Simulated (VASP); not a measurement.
VASP input:

KPOINTS:
```
Automatic mesh
0
Monkhorst-Pack
13 12 6
0 0 0
```

**POSCAR**
```
Fe
1
   -1.4350000000     1.4350000000     1.4350000000
    1.4350000000    -1.4350000000     1.4350000000
    1.4350000000     1.4350000000    -1.4350000000
Fe
1
Direct
  0.0000000000   0.0000000000   0.0000000000
```

### INCAR
```
SYSTEM = Fe
PREC = Accurate
ENCUT = 400
EDIFF = 1E-6
NELM = 100
ALGO = Normal
LREAL = .FALSE.
LASPH = .TRUE.
ISMEAR = 1
SIGMA = 0.1
GGA = PE
LMAXMIX = 4
ISPIN = 2
MAGMOM = 2.5
LORBIT = 10
LWAVE = .FALSE.
LCHARG = .FALSE.
ISIF = 2
```

POTCAR, in this order: Fe (PBE.64 set). Program: vasp_std.

Output

**standard output**
```
 POSCAR found type information on POSCAR Fe
 POSCAR found :  1 types and       1 ions
 Reading from existing POTCAR
 Reading from existing POTCAR
 LDA part: xc-table for (Slater+PW92), standard interpolation

 -----------------------------------------------------------------------------
|                                                                             |
|           W    W    AA    RRRRR   N    N  II  N    N   GGGG   !!!           |
|           W    W   A  A   R    R  NN   N  II  NN   N  G    G  !!!           |
|           W    W  A    A  R    R  N N  N  II  N N  N  G       !!!           |
|           W WW W  AAAAAA  RRRRR   N  N N  II  N  N N  G  GGG   !            |
|           WW  WW  A    A  R   R   N   NN  II  N   NN  G    G                |
|           W    W  A    A  R    R  N    N  II  N    N   GGGG   !!!           |
|                                                                             |
|     Your reciprocal lattice and k-lattice belong to different lattice       |
|     classes:                                                                |
|                                                                             |
|        The reciprocal lattice is face-centered cubic,                       |
|        whereas your k-lattice is triclinic.                                 |
|                                                                             |
|     Results are often still useful ...                                      |
|                                                                             |
 -----------------------------------------------------------------------------

 POSCAR, INCAR and KPOINTS ok, starting setup
 WAVECAR not read
 entering main loop
       N       E                     dE             d eps       ncg     rms          rms(c)
DAV:   1     0.120296452110E+02    0.12030E+02   -0.34993E+03 17100   0.874E+02
DAV:   2    -0.900199899126E+01   -0.21032E+02   -0.19662E+02 16351   0.116E+02
DAV:   3    -0.923706223936E+01   -0.23506E+00   -0.23450E+00 18169   0.168E+01
DAV:   4    -0.923815797657E+01   -0.10957E-02   -0.10957E-02 17711   0.107E+00
DAV:   5    -0.923816872551E+01   -0.10749E-04   -0.10749E-04 17429   0.944E-02    0.109E+01
DAV:   6    -0.831056983847E+01    0.92760E+00   -0.14128E+01 17255   0.592E+01    0.596E+00
DAV:   7    -0.822849435740E+01    0.82075E-01   -0.10401E+00 17228   0.154E+01    0.329E+00
DAV:   8    -0.822456545636E+01    0.39289E-02   -0.13027E-02 19557   0.921E-01    0.149E+00
DAV:   9    -0.821994727724E+01    0.46182E-02   -0.19279E-02 20733   0.123E+00    0.467E-01
DAV:  10    -0.822000439983E+01   -0.57123E-04   -0.67911E-04 17093   0.419E-01    0.246E-01
DAV:  11    -0.822015193009E+01   -0.14753E-03   -0.89410E-04 20345   0.348E-01    0.497E-02
DAV:  12    -0.822015436094E+01   -0.24308E-05   -0.14777E-05 17418   0.655E-02    0.207E-02
DAV:  13    -0.822015671420E+01   -0.23533E-05   -0.32285E-06  8568   0.201E-02    0.108E-02
DAV:  14    -0.822015585590E+01    0.85830E-06   -0.32464E-06 11504   0.192E-02
   1 F= -.82201559E+01 E0= -.82201233E+01  d E =-.976847E-04  mag=     2.2939
```

File OUTCAR:
```
------------------------ aborting loop because EDIFF is reached ----------------------------------------
  FORCE on cell =-STRESS in cart. coord.  units (eV):
  Direction    XX          YY          ZZ          XY          YZ          ZX
  --------------------------------------------------------------------------------------
  Total       -0.4796284     -0.4796284     -0.4796284      0.0000000      0.0000000     -0.0000000
  in kB      -65.0129420    -65.0129420    -65.0129420      0.0000000      0.0000000     -0.0000000
  external PRESSURE =     -65.0129420 kB  Pullay stress =       0.0000000 kB
  volume of cell :       11.82
      direct lattice vectors                 reciprocal lattice vectors
    -1.435000000  1.435000000  1.435000000     0.000000000  0.348432056  0.348432056
     1.435000000 -1.435000000  1.435000000     0.348432056  0.000000000  0.348432056
     1.435000000  1.435000000 -1.435000000     0.348432056  0.348432056  0.000000000
 POSITION                                       TOTAL-FORCE (eV/Angst)
 -----------------------------------------------------------------------------------
      0.00000      0.00000      0.00000        -0.000000      0.000000      0.000000
 -----------------------------------------------------------------------------------
    total drift:                               -0.000000      0.000000      0.000000
  FREE ENERGIE OF THE ION-ELECTRON SYSTEM (eV)
  ---------------------------------------------------
  free  energy   TOTEN  =        -8.2201558559 eV

  energy  without entropy=       -8.2200581712  energy(sigma->0) =       -8.22012329

 total charge

# of ion       s       p       d       tot
------------------------------------------
    1        0.470   0.508   6.210   7.188

 magnetization (x)

# of ion       s       p       d       tot
------------------------------------------
    1       -0.014  -0.058   2.373   2.300
```
(Selected blocks of OUTCAR.)

**Question.** Read input and log: which fault does this run have?
(A) the lattice was typed in bohr, and VASP reads ångström
(B) Methfessel-Paxton smearing was used on a material with a gap
(C) the tetrahedron method needs a mesh, and KPOINTS holds a single point
(D) the mesh has unequal divisions along equivalent axes and breaks the lattice's symmetry

**Answer.** D, the mesh has unequal divisions along equivalent axes and breaks the lattice's symmetry. The run ends without an error. Against the sound run, the energy per atom (σ→0) rises by 0.006 eV/atom; the pressure rises by 1.59 GPa; the cell moment goes up by 0.08 μB.

To mend it, correct KPOINTS.
**KPOINTS**
```
Automatic mesh
0
Gamma
13 13 13
0 0 0
```
The mended run (PBE GGA, plane waves, VASP's PBE PAW potentials (set 64)) converges, and its OSZICAR ends with
```
   1 F= -.82262588E+01 E0= -.82261999E+01  d E =-.176767E-03  mag=     2.2181
```

The compound is Fe in the bcc structure. The cell was not relaxed at this level.
